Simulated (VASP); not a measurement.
Here is the system:

```
CELL_PARAMETERS angstrom
      0.00000     3.03288     3.03288
      3.03288     0.00000     3.03288
      3.03288     3.03288     0.00000
ATOMIC_POSITIONS crystal
  Bi 0.00000 0.00000 0.00000
  Se 0.50000 0.50000 0.50000
```

Level of theory: PBEsol GGA, VASP's PBE PAW potentials (set 64) (plane waves; VASP 6.6.1). Settings: 400 eV cut-off, Gaussian smearing of 0.050 eV, potentials Bi_d Se.

Unless said otherwise, spin-orbit coupling is left out, though it shifts the bands of the heavy elements here.

Q: What does the run give for the band gap (along the path) with the smallest direct gap where there is one?

A: 
| Property | Value |
|---|---|
| band gap (along the path) | none (metal, semimetal or under 0.01 eV) |

The structure comes from a measured BiSe entry (Fm-3m) of the Crystallography Open Database, whose conditions weren't checked. It was relaxed first. The electron count is odd and the run is not spin-polarised, which forces a metal.
